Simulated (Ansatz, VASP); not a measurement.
# Ge (Germanium): VASP beside Ansatz, part 2 of 2

Wanted: the spread between two codes on one cell, functional and k mesh. The cell is taken from a series of runs on this material, whose earlier steps may have relaxed, scaled, displaced or heated it; both programs get it as it stands.

VASP 6.6.1 and Ansatz 0.2.0.

So far. Step 2 (VASP: single point, r2SCAN, spin-orbit coupling): The run ends at a pressure of -0.82 GPa, with forces up to 0.0026 eV/Å.

### Step 3. Ansatz: single point, r2SCAN, spin-orbit coupling

Level of this step: Ansatz beside VASP: Kohn-Sham DFT, plane waves, r2SCAN, spin-orbit coupling (Ansatz).

Ansatz runs on its PAW fully relativistic soft_1 files.

The same cell, functional, mesh and smearing now go to Ansatz, which takes its cutoff from its data sets.

Contents of input.yaml:

```yaml
crystal:
  lattice:
    - [0.0217263678, 2.8564640254, 2.8211865388]
    - [2.8564640254, 0.0217263678, 2.8211865388]
    - [2.8781903932, 2.8781903932, 0.0]
  atoms:
    - { symbol: Ge, position: [0.5009046447, 0.5009046447, 0.4990953553] }
    - { symbol: Ge, position: [0.7490953553, 0.7490953553, 0.7509046447] }
kpoints:
  mp_grid: { grid: [8, 8, 8] }
hamiltonian:
  xc: r2scan
  pseudopotentials: { kind: paw_fr, azcp: { folder: soft_1 } }
scf:
  occupations: { method: gaussian, width: 0.01 }
  n_extra_bands: 16
output:
  eigenvalues: true
  eigenstates:
    kpoints:
      - [0.0, 0.0, 0.0]
      - [2.7663e-05, 0.003636963, 0.003664626]
      - [0.003636963, 2.7663e-05, 0.003664626]
      - [0.003592046, 0.003592046, 0.0]
      - [0.002591282, 0.002591282, 0.005182564]
      - [-0.002552161, 0.002552161, 0.0]
      - [0.002559521, 0.005111681, 0.002591282]
      - [-0.0025204, 3.1761e-05, 0.002591282]
      - [0.005111681, 0.002559521, 0.002591282]
      - [3.1761e-05, -0.0025204, 0.002591282]
      - [0.004189642, 0.004189642, 0.004231545]
      - [4.1904e-05, 4.1904e-05, 0.004231545]
      - [-9.961e-06, 0.004157699, 0.0]
      - [0.004157699, -9.961e-06, 0.0]
      - [-2.7663e-05, -0.003636963, -0.003664626]
      - [-0.003636963, -2.7663e-05, -0.003664626]
      - [-0.003592046, -0.003592046, 0.0]
      - [-0.002591282, -0.002591282, -0.005182564]
      - [0.002552161, -0.002552161, 0.0]
      - [-0.002559521, -0.005111681, -0.002591282]
      - [0.0025204, -3.1761e-05, -0.002591282]
      - [-0.005111681, -0.002559521, -0.002591282]
      - [-3.1761e-05, 0.0025204, -0.002591282]
      - [-0.004189642, -0.004189642, -0.004231545]
      - [-4.1904e-05, -4.1904e-05, -0.004231545]
      - [9.961e-06, -0.004157699, 0.0]
      - [-0.004157699, 9.961e-06, 0.0]
      - [0.000103736, 0.013638611, 0.013742347]
      - [0.013638611, 0.000103736, 0.013742347]
      - [0.013470173, 0.013470173, 0.0]
      - [0.009717307, 0.009717307, 0.019434613]
      - [-0.009570602, 0.009570602, 0.0]
      - [0.009598203, 0.019168805, 0.009717307]
      - [-0.009451499, 0.000119103, 0.009717307]
      - [0.019168805, 0.009598203, 0.009717307]
      - [0.000119103, -0.009451499, 0.009717307]
      - [0.015711156, 0.015711156, 0.015868295]
      - [0.000157139, 0.000157139, 0.015868295]
      - [-3.7356e-05, 0.015591372, 0.0]
      - [0.015591372, -3.7356e-05, 0.0]
      - [-0.000103736, -0.013638611, -0.013742347]
      - [-0.013638611, -0.000103736, -0.013742347]
      - [-0.013470173, -0.013470173, 0.0]
      - [-0.009717307, -0.009717307, -0.019434613]
      - [0.009570602, -0.009570602, 0.0]
      - [-0.009598203, -0.019168805, -0.009717307]
      - [0.009451499, -0.000119103, -0.009717307]
      - [-0.019168805, -0.009598203, -0.009717307]
      - [-0.000119103, 0.009451499, -0.009717307]
      - [-0.015711156, -0.015711156, -0.015868295]
      - [-0.000157139, -0.000157139, -0.015868295]
      - [3.7356e-05, -0.015591372, 0.0]
      - [-0.015591372, 3.7356e-05, 0.0]
      - [0.0, 0.5, 0.0]
      - [2.7663e-05, 0.503636963, 0.003664626]
      - [0.003636963, 0.500027663, 0.003664626]
      - [0.003592046, 0.503592046, 0.0]
      - [0.002591282, 0.502591282, 0.005182564]
      - [-0.002552161, 0.502552161, 0.0]
      - [0.002559521, 0.505111681, 0.002591282]
      - [-0.0025204, 0.500031761, 0.002591282]
      - [0.005111681, 0.502559521, 0.002591282]
      - [3.1761e-05, 0.4974796, 0.002591282]
      - [0.004189642, 0.504189642, 0.004231545]
      - [4.1904e-05, 0.500041904, 0.004231545]
      - [-9.961e-06, 0.504157699, 0.0]
      - [0.004157699, 0.499990039, 0.0]
      - [-2.7663e-05, 0.496363037, -0.003664626]
      - [-0.003636963, 0.499972337, -0.003664626]
      - [-0.003592046, 0.496407954, 0.0]
      - [-0.002591282, 0.497408718, -0.005182564]
      - [0.002552161, 0.497447839, 0.0]
      - [-0.002559521, 0.494888319, -0.002591282]
      - [0.0025204, 0.499968239, -0.002591282]
      - [-0.005111681, 0.497440479, -0.002591282]
      - [-3.1761e-05, 0.5025204, -0.002591282]
      - [-0.004189642, 0.495810358, -0.004231545]
      - [-4.1904e-05, 0.499958096, -0.004231545]
      - [9.961e-06, 0.495842301, 0.0]
      - [-0.004157699, 0.500009961, 0.0]
      - [0.000103736, 0.513638611, 0.013742347]
      - [0.013638611, 0.500103736, 0.013742347]
      - [0.013470173, 0.513470173, 0.0]
      - [0.009717307, 0.509717307, 0.019434613]
      - [-0.009570602, 0.509570602, 0.0]
      - [0.009598203, 0.519168805, 0.009717307]
      - [-0.009451499, 0.500119103, 0.009717307]
      - [0.019168805, 0.509598203, 0.009717307]
      - [0.000119103, 0.490548501, 0.009717307]
      - [0.015711156, 0.515711156, 0.015868295]
      - [0.000157139, 0.500157139, 0.015868295]
      - [-3.7356e-05, 0.515591372, 0.0]
      - [0.015591372, 0.499962644, 0.0]
      - [-0.000103736, 0.486361389, -0.013742347]
      - [-0.013638611, 0.499896264, -0.013742347]
      - [-0.013470173, 0.486529827, 0.0]
[... 11 lines left out ...]
      - [0.0, 0.0, 0.5]
      - [2.7663e-05, 0.003636963, 0.503664626]
      - [0.003636963, 2.7663e-05, 0.503664626]
      - [0.003592046, 0.003592046, 0.5]
      - [0.002591282, 0.002591282, 0.505182564]
      - [-0.002552161, 0.002552161, 0.5]
      - [0.002559521, 0.005111681, 0.502591282]
      - [-0.0025204, 3.1761e-05, 0.502591282]
      - [0.005111681, 0.002559521, 0.502591282]
      - [3.1761e-05, -0.0025204, 0.502591282]
      - [0.004189642, 0.004189642, 0.504231545]
      - [4.1904e-05, 4.1904e-05, 0.504231545]
      - [-9.961e-06, 0.004157699, 0.5]
      - [0.004157699, -9.961e-06, 0.5]
      - [-2.7663e-05, -0.003636963, 0.496335374]
      - [-0.003636963, -2.7663e-05, 0.496335374]
      - [-0.003592046, -0.003592046, 0.5]
      - [-0.002591282, -0.002591282, 0.494817436]
      - [0.002552161, -0.002552161, 0.5]
      - [-0.002559521, -0.005111681, 0.497408718]
      - [0.0025204, -3.1761e-05, 0.497408718]
      - [-0.005111681, -0.002559521, 0.497408718]
      - [-3.1761e-05, 0.0025204, 0.497408718]
      - [-0.004189642, -0.004189642, 0.495768455]
      - [-4.1904e-05, -4.1904e-05, 0.495768455]
      - [9.961e-06, -0.004157699, 0.5]
      - [-0.004157699, 9.961e-06, 0.5]
      - [0.000103736, 0.013638611, 0.513742347]
      - [0.013638611, 0.000103736, 0.513742347]
      - [0.013470173, 0.013470173, 0.5]
      - [0.009717307, 0.009717307, 0.519434613]
      - [-0.009570602, 0.009570602, 0.5]
      - [0.009598203, 0.019168805, 0.509717307]
      - [-0.009451499, 0.000119103, 0.509717307]
      - [0.019168805, 0.009598203, 0.509717307]
      - [0.000119103, -0.009451499, 0.509717307]
      - [0.015711156, 0.015711156, 0.515868295]
      - [0.000157139, 0.000157139, 0.515868295]
      - [-3.7356e-05, 0.015591372, 0.5]
      - [0.015591372, -3.7356e-05, 0.5]
      - [-0.000103736, -0.013638611, 0.486257653]
      - [-0.013638611, -0.000103736, 0.486257653]
      - [-0.013470173, -0.013470173, 0.5]
      - [-0.009717307, -0.009717307, 0.480565387]
      - [0.009570602, -0.009570602, 0.5]
      - [-0.009598203, -0.019168805, 0.490282693]
      - [0.009451499, -0.000119103, 0.490282693]
      - [-0.019168805, -0.009598203, 0.490282693]
      - [-0.000119103, 0.009451499, 0.490282693]
      - [-0.015711156, -0.015711156, 0.484131705]
      - [-0.000157139, -0.000157139, 0.484131705]
      - [3.7356e-05, -0.015591372, 0.5]
      - [-0.015591372, 3.7356e-05, 0.5]
      - [-1.564e-05, 0.403575853, 0.403560212]
      - [1.2023e-05, 0.407212815, 0.407224838]
      - [0.003621323, 0.403603515, 0.407224838]
      - [0.003576406, 0.407167899, 0.403560212]
      - [0.002575642, 0.406167134, 0.408742776]
      - [-0.002567801, 0.406128013, 0.403560212]
      - [0.002543881, 0.408687534, 0.406151494]
      - [-0.00253604, 0.403607613, 0.406151494]
      - [0.005096041, 0.406135373, 0.406151494]
      - [1.6121e-05, 0.401055453, 0.406151494]
      - [0.004174001, 0.407765494, 0.407791758]
      - [2.6264e-05, 0.403617756, 0.407791758]
      - [-2.5602e-05, 0.407733552, 0.403560212]
      - [0.004142059, 0.403565891, 0.403560212]
      - [-4.3303e-05, 0.39993889, 0.399895587]
      - [-0.003652603, 0.40354819, 0.399895587]
      - [-0.003607686, 0.399983806, 0.403560212]
      - [-0.002606922, 0.400984571, 0.398377649]
      - [0.00253652, 0.401023692, 0.403560212]
      - [-0.002575161, 0.398464171, 0.400968931]
      - [0.00250476, 0.403544092, 0.400968931]
      - [-0.005127322, 0.401016332, 0.400968931]
      - [-4.7401e-05, 0.406096252, 0.400968931]
      - [-0.004205282, 0.399386211, 0.399328667]
      - [-5.7544e-05, 0.403533949, 0.399328667]
      - [-5.679e-06, 0.399418153, 0.403560212]
      - [-0.004173339, 0.403585814, 0.403560212]
      - [8.8096e-05, 0.417214464, 0.417302559]
      - [0.013622971, 0.403679588, 0.417302559]
      - [0.013454533, 0.417046026, 0.403560212]
      - [0.009701667, 0.413293159, 0.422994826]
      - [-0.009586242, 0.413146455, 0.403560212]
      - [0.009582563, 0.422744658, 0.413277519]
      - [-0.009467139, 0.403694956, 0.413277519]
      - [0.019153165, 0.413174056, 0.413277519]
      - [0.000103463, 0.394124354, 0.413277519]
      - [0.015695516, 0.419287008, 0.419428508]
      - [0.000141499, 0.403732992, 0.419428508]
      - [-5.2996e-05, 0.419167225, 0.403560212]
      - [0.015575732, 0.403538497, 0.403560212]
      - [-0.000119376, 0.389937241, 0.389817866]
      - [-0.013654251, 0.403472117, 0.389817866]
      - [-0.013485814, 0.390105679, 0.403560212]
      - [-0.009732947, 0.393858546, 0.384125599]
      - [0.009554962, 0.39400525, 0.403560212]
      - [-0.009613843, 0.384407047, 0.393842906]
      - [0.009435859, 0.403456749, 0.393842906]
      - [-0.019184446, 0.393977649, 0.393842906]
      - [-0.000134743, 0.413027351, 0.393842906]
      - [-0.015726796, 0.387864697, 0.387691917]
      - [-0.000172779, 0.403418713, 0.387691917]
      - [2.1715e-05, 0.38798448, 0.403560212]
      - [-0.015607012, 0.403613208, 0.403560212]
      - [0.406741879, 0.406741879, 0.0]
      - [0.406769542, 0.410378842, 0.003664626]
      - [0.410378842, 0.406769542, 0.003664626]
      - [0.410333926, 0.410333926, 0.0]
      - [0.409333161, 0.409333161, 0.005182564]
      - [0.404189719, 0.40929404, 0.0]
      - [0.4093014, 0.411853561, 0.002591282]
      - [0.40422148, 0.40677364, 0.002591282]
      - [0.411853561, 0.4093014, 0.002591282]
      - [0.40677364, 0.40422148, 0.002591282]
      - [0.410931521, 0.410931521, 0.004231545]
      - [0.406783783, 0.406783783, 0.004231545]
      - [0.406731918, 0.410899579, 0.0]
      - [0.410899579, 0.406731918, 0.0]
      - [0.406714217, 0.403104916, -0.003664626]
      - [0.403104916, 0.406714217, -0.003664626]
      - [0.403149833, 0.403149833, 0.0]
      - [0.404150598, 0.404150598, -0.005182564]
      - [0.40929404, 0.404189719, 0.0]
      - [0.404182359, 0.401630198, -0.002591282]
      - [0.409262279, 0.406710119, -0.002591282]
      - [0.401630198, 0.404182359, -0.002591282]
      - [0.406710119, 0.409262279, -0.002591282]
      - [0.402552238, 0.402552238, -0.004231545]
      - [0.406699976, 0.406699976, -0.004231545]
      - [0.406751841, 0.40258418, 0.0]
      - [0.40258418, 0.406751841, 0.0]
      - [0.406845615, 0.42038049, 0.013742347]
      - [0.42038049, 0.406845615, 0.013742347]
      - [0.420212053, 0.420212053, 0.0]
      - [0.416459186, 0.416459186, 0.019434613]
      - [0.397171277, 0.416312482, 0.0]
      - [0.416340083, 0.425910685, 0.009717307]
      - [0.397290381, 0.406860983, 0.009717307]
      - [0.425910685, 0.416340083, 0.009717307]
      - [0.406860983, 0.397290381, 0.009717307]
      - [0.422453035, 0.422453035, 0.015868295]
      - [0.406899019, 0.406899019, 0.015868295]
      - [0.406704524, 0.422333252, 0.0]
      - [0.422333252, 0.406704524, 0.0]
      - [0.406638144, 0.393103268, -0.013742347]
      - [0.393103268, 0.406638144, -0.013742347]
      - [0.393271706, 0.393271706, 0.0]
      - [0.397024573, 0.397024573, -0.019434613]
      - [0.416312482, 0.397171277, 0.0]
      - [0.397143676, 0.387573074, -0.009717307]
      - [0.416193378, 0.406622776, -0.009717307]
      - [0.387573074, 0.397143676, -0.009717307]
      - [0.406622776, 0.416193378, -0.009717307]
      - [0.391030723, 0.391030723, -0.015868295]
      - [0.40658474, 0.40658474, -0.015868295]
      - [0.406779235, 0.391150507, 0.0]
      - [0.391150507, 0.406779235, 0.0]
      - [0.0, 0.0, 0.0]
      - [2.7663e-05, 0.003636963, 0.003664626]
      - [0.003636963, 2.7663e-05, 0.003664626]
      - [0.003592046, 0.003592046, 0.0]
      - [0.002591282, 0.002591282, 0.005182564]
      - [-0.002552161, 0.002552161, 0.0]
      - [0.002559521, 0.005111681, 0.002591282]
      - [-0.0025204, 3.1761e-05, 0.002591282]
      - [0.005111681, 0.002559521, 0.002591282]
      - [3.1761e-05, -0.0025204, 0.002591282]
      - [0.004189642, 0.004189642, 0.004231545]
      - [4.1904e-05, 4.1904e-05, 0.004231545]
      - [-9.961e-06, 0.004157699, 0.0]
      - [0.004157699, -9.961e-06, 0.0]
      - [-2.7663e-05, -0.003636963, -0.003664626]
      - [-0.003636963, -2.7663e-05, -0.003664626]
      - [-0.003592046, -0.003592046, 0.0]
      - [-0.002591282, -0.002591282, -0.005182564]
      - [0.002552161, -0.002552161, 0.0]
      - [-0.002559521, -0.005111681, -0.002591282]
      - [0.0025204, -3.1761e-05, -0.002591282]
      - [-0.005111681, -0.002559521, -0.002591282]
      - [-3.1761e-05, 0.0025204, -0.002591282]
      - [-0.004189642, -0.004189642, -0.004231545]
      - [-4.1904e-05, -4.1904e-05, -0.004231545]
      - [9.961e-06, -0.004157699, 0.0]
      - [-0.004157699, 9.961e-06, 0.0]
      - [0.000103736, 0.013638611, 0.013742347]
      - [0.013638611, 0.000103736, 0.013742347]
      - [0.013470173, 0.013470173, 0.0]
      - [0.009717307, 0.009717307, 0.019434613]
      - [-0.009570602, 0.009570602, 0.0]
      - [0.009598203, 0.019168805, 0.009717307]
      - [-0.009451499, 0.000119103, 0.009717307]
      - [0.019168805, 0.009598203, 0.009717307]
      - [0.000119103, -0.009451499, 0.009717307]
      - [0.015711156, 0.015711156, 0.015868295]
      - [0.000157139, 0.000157139, 0.015868295]
      - [-3.7356e-05, 0.015591372, 0.0]
      - [0.015591372, -3.7356e-05, 0.0]
      - [-0.000103736, -0.013638611, -0.013742347]
      - [-0.013638611, -0.000103736, -0.013742347]
      - [-0.013470173, -0.013470173, 0.0]
      - [-0.009717307, -0.009717307, -0.019434613]
      - [0.009570602, -0.009570602, 0.0]
      - [-0.009598203, -0.019168805, -0.009717307]
      - [0.009451499, -0.000119103, -0.009717307]
      - [-0.019168805, -0.009598203, -0.009717307]
      - [-0.000119103, 0.009451499, -0.009717307]
      - [-0.015711156, -0.015711156, -0.015868295]
      - [-0.000157139, -0.000157139, -0.015868295]
      - [3.7356e-05, -0.015591372, 0.0]
      - [-0.015591372, 3.7356e-05, 0.0]
magnetization:
  noncollinear: true
  spin_orbit: true
checkpoint:
  read: start.run
  write: ck
  compress: false
  write_wavefunctions: false
  write_every: 100000
```

Started as:

```console
$ ansatz run input.yaml --threads 4 --pin off --max-ram 9216MiB --backend cpu --events-out ev --progress --plain --runs-dir out
```

Numbers of over 12 decimals in the logs are rounded to 6 here.

The log of the run:

```text
scf.n_extra_bands = 16 over 28 filled bands (N_el = 28.0): the run solves 44 bands
Engine: ansatz 0.2.0, x86_64-unknown-linux-gnu
Pseudopotentials: kind: paw_fr
Pseudopotential: Ge, paw, valence charge 14, recommended cutoff 500 eV (meta_gga), soft_1/Ge.paw.azcp
Functional definition: r2SCAN
  parameter k0 = 0.174
  parameter k1 = 0.065
  parameter a1 = 4.9479
  exchange = r2scan_x(k0 = k0, k1 = k1, a1 = a1)
  correlation = r2scan_c
non-collinear run that drives no moment, with spin-orbit: no starting moment large enough to seed its density (crystal.atoms[].spin), no starting occupations that ask for one, no magnetisation constraint and no magnetic field, so the semilocal B_xc is pinned to zero
Crystal: 2 atoms, lattice volume = 46.036 Å³
Basis set: ecut = 500 eV, 1195 PW (Γ), exchange–correlation on 120×120×120 points (64 copies of the dense FFT grid, shifted against one another)
Bands: 44, of which v1, the nominal top of the filled ones, is band 28 counted from 1 (27 counted from 0)
Symmetry: 8 space group operations + 8 with time reversal
Magnetic group: BNS 74.555 (UNI 653), of the structure as read, at distance tolerance 3.6e-5 Å
k-points: 95 of 512
Projection manifold: j_resolved (fully-relativistic pseudo-atomic orbitals)
Non-local potential: Ge, projectors of the file, resolved by j, l = 0: 2, l = 1: 4, l = 2: 6, l = 3: 2
PAW form: soft (Blöchl's): semilocal exchange-correlation on the pseudo side does not see the compensation charge
PAW frozen core: Ge, regenerated for the run's functional (the file was generated under x = pbe(κ = 0.804, μ = 0.219515), c = pbe(β = 0.066725))
PAW one-centre angular grid: Ge, 590 points (default); XC on 261 of its mesh's 2687 points in the sphere
Initial density: read from a saved state, or passed on in memory by an earlier SCF of this step, an earlier step, the calling program or the single point that the run made first
Initial wavefunctions: pseudopotential atomic-orbital guess
Functional: x = r2scan, c = r2scan; τ floored in thin density (d = 2e-4 eV/Å³)
iter 1 solved again at ethr=3.37e-7 eV; its pass at ethr=3.10e-3 eV (dr2=9.43e-5 eV) is discarded
SCF iter   1: F=—  HF=-8600.352488 eV  |F-HF|=—  |Δ(HF+E_count)|=         —  Δρ=8.67e-7  dr2=1.51e-10  dr2_τ=6.43e-13  dr2_m=0.00e0 (ungated)  ethr=3.37e-7  |M|=0.00e0 ∫|m|=0.00e0 μB  |m|>n=0.0e0 m-floor=0.0e0 τ_xc=0.0e0  β_m=0.30  ⟨swp⟩=4.5  Hψ=16243  notcnv=0
eigensolver tolerance schedule: the retry pair's looser diagonalisation over-reported the residual by 622455.10 of it (diagonalisation noise at an unbounded share of the residual, at the tolerance the schedule requests for it); recorded, not acted on — ethr = c·dr2/N_el stays at c = 1.0e-1
preconditioner: auto → none  [insulator: Δε(μ)=0.130 eV  Ē_g=27.616 eV  σ=0.010 eV  W_gap=1.00  n_scr=14 (ndim 8)  ℏωp=29.0 eV  f_vac=0.078  D(μ)=0.00/eV (n_scr^D=0)  ε∞_Penn≈2.1]
SCF iter   2: F=-8600.352488 eV  HF=-8600.352488 eV  |F-HF|=2.00e-11  |Δ(HF+E_count)|=   2.86e-7  Δρ=3.77e-7  dr2=3.28e-11  dr2_τ=4.49e-13  dr2_m=0.00e0 (ungated)  ethr=1.00e-12  |M|=0.00e0 ∫|m|=0.00e0 μB  |m|>n=0.0e0 m-floor=0.0e0 τ_xc=0.0e0  ⟨swp⟩=6.1  Hψ=7864  notcnv=0
SCF 1 converged in 2 iterations: F = -8600.352488 eV  dr2 = 3.28e-11
  greatest PAW one-centre occupation: 0.997 electrons in one spin orbital (limit 2), on the Ge atom at site 1 (counted from 0), in its partial waves of l = 2
NSCF: frozen V_eff on 318 k-points
SCF converged after 2 iterations
Magnetization: |M| = 0.0000 μB,  M = (+0.0000, +0.0000, +0.0000) μB
Absolute magnetization: 0.0000 μB (∫|m|)
  site 0: m = (+0.0000, +0.0000, +0.0000) μB, |m| = 0.0000 μB  (R = 1.01 Å)
  site 1: m = (+0.0000, +0.0000, +0.0000) μB, |m| = 0.0000 μB  (R = 1.01 Å)
Free energy (F): -8600.352488 eV
Harris-Foulkes:  -8600.352488 eV  (|F-HF|=2.00e-11)
Internal energy: -8600.352488 eV  (E = F + TS)
E sigma→0 (E₀):  -8600.352488 eV
Fermi energy:    8.334904 eV
--- Per-component energies (eV) ---
  E_band       = -324.140990
  E_kinetic    = 184.628887
  E_local      = -4526.307955  (includes V_loc(G=0)·N_el)
  E_nonlocal   = 437.081056
  E_hartree    = 2158.018962
  E_xc         = -131.583684
  E_vxc        = -136.442964  (∫ρ·V_xc dr)
  E_paw        = -4047.667552  (= ΣΔE_a)
  E_vpaw       = -606.290886  (= ΣTr[D̂ρ^β])
  E_aug_tail   = -0.000009  (compensation charges beyond the density's cutoff)
  E_vtau       = 7.152722  (kinetic-family band-sum trace: ∫τ·v_τ [+ j·A + Jᵃ·Aᵃ] dr)
  E_ewald      = -2672.382357
  E_core_change = -2.139835  (= ΣΔE_core)
  E_smearing   = -0.000000  (= −TS)
  E_closure    = 0.000000  (closes the sum)
  Σ components = -8600.352488   (vs F -8600.352488, Δ=0.00e0)
--- Band table (eV; the first three rows and the last of 95) ---
  k-point 0: bands = [... 24 lower, 8.1890, 8.1890, 8.2698, 8.2698, 8.4000, 8.4000, 10.6965, 10.6965, ... 12 higher]
  k-point 1: bands = [... 24 lower, 7.7161, 7.7161, 7.9022, 7.9022, 9.4238, 9.4238, 11.2208, 11.2208, ... 12 higher]
  k-point 2: bands = [... 24 lower, 7.1573, 7.1573, 7.3430, 7.3430, 9.0953, 9.0953, 11.9082, 11.9082, ... 12 higher]
  k-point 94: bands = [... 24 lower, 4.8170, 4.8170, 4.9948, 4.9948, 8.9407, 8.9407, 9.1870, 9.1870, ... 12 higher]
```

### Step 4. Comparison

Known differences besides the potentials themselves: spin-orbit coupling enters by fully relativistic files in Ansatz and inside the spheres in VASP; VASP keeps PBE cores, Ansatz makes them for the functional; the cutoff is 500 eV in Ansatz and 450 eV in VASP. Total energies have different zeros and are not compared.

Both answers:

| quantity | Ansatz | VASP | difference |
| --- | --- | --- | --- |
| gap on the k mesh (eV) | 0.130 | 0.090 | +0.040 |

A gap on the mesh is an upper bound, since the band edges may lie between its points.

### Step 5. Results

| Quantity | Value |
| --- | --- |
| difference in gap on the k mesh (single point, r2SCAN, spin-orbit coupling) | 0.040 eV |

**Reading.** The difference in gap on the k mesh is 0.040 eV (single point, r2SCAN, spin-orbit coupling), within the 0.08 eV picked in this series as the mark of a large difference. 1 further run of this series is not shown here. How closely two codes agree says nothing of how well the functional describes the real material.

[Lines on the potential files, build, host, timing and source positions are cut from VASP's logs without a mark.]

[Logs are printed without paths, hosts, clocks, repeated set-up lines and the standing remarks that a program may print on its own settings, such as how far it seeks lower states.]

[Hosts, paths, dates, database ids (printed as entryN), source tags and the programs' standing remarks are cut or masked in the printed files.]
